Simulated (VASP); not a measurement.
An input for Quantum ESPRESSO's pw.x (written as the equivalent of a VASP run, and not itself run):

```
&CONTROL
  calculation = 'vc-relax'
  pseudo_dir = './pseudo'
  outdir = './out'
  tprnfor = .true.
  tstress = .true.
  nstep = 60
  forc_conv_thr = 0.00039
/
&SYSTEM
  ibrav = 0
  nat = 2
  ntyp = 2
  ecutwfc = 96
  occupations = 'smearing'
  smearing = 'methfessel-paxton'
  degauss = 0.00735
  input_dft = 'pbesol'
  nspin = 2
  starting_magnetization(1) = 0.4
/
&ELECTRONS
  conv_thr = 7.3e-08
  electron_maxstep = 100
/
&IONS
/
&CELL
/
ATOMIC_SPECIES
  Mn 54.938 Mn.upf
  C 12.011 C.upf
CELL_PARAMETERS angstrom
     0.0000000    2.4826060    2.4826060
     2.4826060    0.0000000    2.4826060
     2.4826060    2.4826060    0.0000000
ATOMIC_POSITIONS crystal
  Mn   0.0000000  0.0000000  0.0000000
  C    0.2500000  0.2500000  0.2500000
K_POINTS automatic
  11 11 11 0 0 0
```

Question: Translate this input to VASP (INCAR, KPOINTS, POSCAR, choice of POTCAR).

Answer: One answer among several that fit: 
File POSCAR:
```
MnC
1
    0.0000000000     2.4826060000     2.4826060000
    2.4826060000     0.0000000000     2.4826060000
    2.4826060000     2.4826060000     0.0000000000
Mn C
1 1
Direct
  0.0000000000   0.0000000000   0.0000000000
  0.2500000000   0.2500000000   0.2500000000
```

INCAR:
```
ISPIN=2   # spin-polarised
ISIF=3   # ions, shape and volume
LWAVE=.FALSE.
LMAXMIX=4   # l cut-off of mixed one-centre charges
LCHARG=.FALSE.
LREAL=.FALSE.   # projection in real space or not
GGA=PS
SIGMA=0.1
PREC=Accurate
NELM=100   # most electronic steps
EDIFF=1E-6   # SCF stop (eV)
EDIFFG=-0.01   # ionic stop
LORBIT=10
ALGO=Normal   # blocked Davidson
IBRION=2   # conjugate gradients
NSW=60   # most ionic steps
ENCUT=520
SYSTEM=MnC
LASPH=.TRUE.
ISMEAR=1   # Methfessel-Paxton
MAGMOM=4.0 0.0
```

**KPOINTS**
```
Automatic mesh
0
Gamma
11 11 11
0 0 0
```

POTCAR, in this order: Mn_pv C (PBE.64 set). Program: vasp_std.

The two are equivalent in intent, not identical: the potentials are each code's own (VASP's PAW set, PseudoDojo norm-conserving files in pw.x), so ENCUT and ecutwfc are chosen apart and not converted; conv_thr bounds pw.x's estimated SCF error, while EDIFF bounds the energy change between steps; starting_magnetization is a fraction of the valence charge and MAGMOM a moment in μB, so they match only roughly; forc_conv_thr acts on force components and is met together with etot_conv_thr.

The structure was generated: MnC was put into the zinc blende type (F-43m), which need not be its known phase. This run relaxes it. Symmetry was kept, so distortions that lower it aren't found.
